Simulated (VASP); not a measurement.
Here is a VASP 6.6.1 calculation.

POSCAR

```
Te2Mo                                   
1.0
    3.4990608844      0.0000000000      0.0000000000
   -1.7495304422      3.0302756197      0.0000000000
    0.0000000000      0.0000000000     28.5919888000
  Te              Mo            
     4     2
Direct
     0.3333333300000021    0.6666666699999979    0.3164830360064675
     0.3333333300000021    0.6666666699999979    0.4437157555738214
     0.6666666699999979    0.3333333300000021    0.5562842444261786
     0.6666666699999979    0.3333333300000021    0.6835169639935326
     0.6666666699999979    0.3333333300000021    0.3800671429557762
     0.3333333300000021    0.6666666699999979    0.6199328570442239
```

Contents of INCAR.step1:

```
SYSTEM = Te2Mo
PREC = Accurate ; ENCUT = 520
EDIFF = 1E-5 ; ISMEAR = 0
SIGMA = 0.03 ; LREAL = .False.
LASPH = .True. ; NELM = 80
ALGO = Normal ; ISIF = 2
LWAVE = .True. ; LCHARG = .False.
LMAXMIX = 4 ; LDIPOL = .True.
IDIPOL = 3 ; DIPOL = 0.5 0.5 0.500
NBANDS = 35 ; LVHAR = .True.
LVACPOTAV = .True. ; GGA = PE
```

File INCAR.step2:

```
SYSTEM = Te2Mo
PREC = Accurate ; ENCUT = 520
EDIFF = 1E-6 ; ISMEAR = 0
SIGMA = 0.03 ; LREAL = .False.
LASPH = .True. ; NELM = 80
ALGO = Normal ; ISIF = 2
LWAVE = .False. ; LCHARG = .False.
LMAXMIX = 4 ; LDIPOL = .True.
IDIPOL = 3 ; DIPOL = 0.5 0.5 0.500
GGA = PE ; LHFCALC = .True.
HFSCREEN = 0.2 ; PRECFOCK = Fast
NBANDS = 35 ; LVHAR = .True.
LVACPOTAV = .True. ; ISTART = 1
```

Contents of KPOINTS:

```
Automatic mesh
0
Gamma
  6 6 1
  0 0 0
```

KPOINTS_OPT

```
explicit points
3
Reciprocal
 0.0000000000  0.0000000000  0.0000000000 1
 0.5000000000  0.0000000000  0.0000000000 1
 0.3333333300  0.3333333300  0.0000000000 1
```

Potentials or basis: VASP PAW PBE potentials, release 64 (Te, Mo_sv).

Launch:

```console
$ cat potpaw_PBE.64/Te/POTCAR potpaw_PBE.64/Mo_sv/POTCAR > POTCAR
$ cp INCAR.step1 INCAR
$ mpirun -np 8 vasp_std > vasp.out
$ cp INCAR.step2 INCAR
$ mpirun -np 8 vasp_std > vasp.out
```

**Question.** Estimate the ionisation potential of the upper face.

**Answer.** 5.03 eV.

**Question.** Estimate the band gap on the k mesh.

**Answer.** 1.37 eV, indirect (least direct gap 1.60 eV).

Forces in eV/Å, atoms in the order of the input:
```
Te   0.000  0.000  0.424
Te   0.000  0.000 -0.566
Te   0.000  0.000  0.566
Te   0.000  0.000 -0.424
Mo   0.000  0.000 -0.068
Mo   0.000  0.000  0.068
```

Caveat: the PAW data sets were made with another functional, which shifts forces and pressure a little; spin-orbit coupling is left out, which moves the levels of the heavy elements.
